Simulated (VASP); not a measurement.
These are optB86b-vdW, VASP's PBE PAW potentials (set 64) (plane waves; VASP 6.6.1) values and carry that method's errors.

A VASP calculation is set up with these files.

INCAR:
```
AGGAC = 0.0
ALGO = Normal
EDIFF = 1E-7
ENCUT = 520
GGA = MK
ISIF = 2
ISMEAR = -5
LASPH = .True.
LCHARG = .True.
LEFG = .True.
LORBIT = 11
LREAL = .False.
LUSE_VDW = .True.
LWAVE = .False.
NEDOS = 601
NELM = 100
PARAM1 = 0.1234
PARAM2 = 1.0
PREC = Accurate
SYSTEM = Li2S
```

File KPOINTS:
```
Automatic mesh
0
Gamma
8 8 8
0 0 0
```

### POSCAR
```
Li2S
1
   -0.0000000000     2.8408673850     2.8408673850
    2.8408673850     0.0000000000     2.8408673850
    2.8408673850     2.8408673850     0.0000000000
Li S
2 1
Direct
  0.2500000000   0.2500000000   0.2500000000
  0.7500000000   0.7500000000   0.7500000000
  0.0000000000   0.0000000000   0.0000000000
```

POTCAR, in this order: Li_sv S (PBE.64 set). Program: vasp_std.

Problem. What will the output report for the number of irreducible k-points (NKPTS), largest plane-wave count, number of space-group operations, FFT grid (NGX, NGY, NGZ)?

Solution. 
```json
{
 "number of irreducible k-points (NKPTS)": "29",
 "largest_plane_wave_count": "1254",
 "number_of_space_group_operations": "48",
 "FFT grid (NGX, NGY, NGZ)": "30 × 30 × 30"
}
```

The compound is Li2S in the antifluorite structure. It was relaxed first.
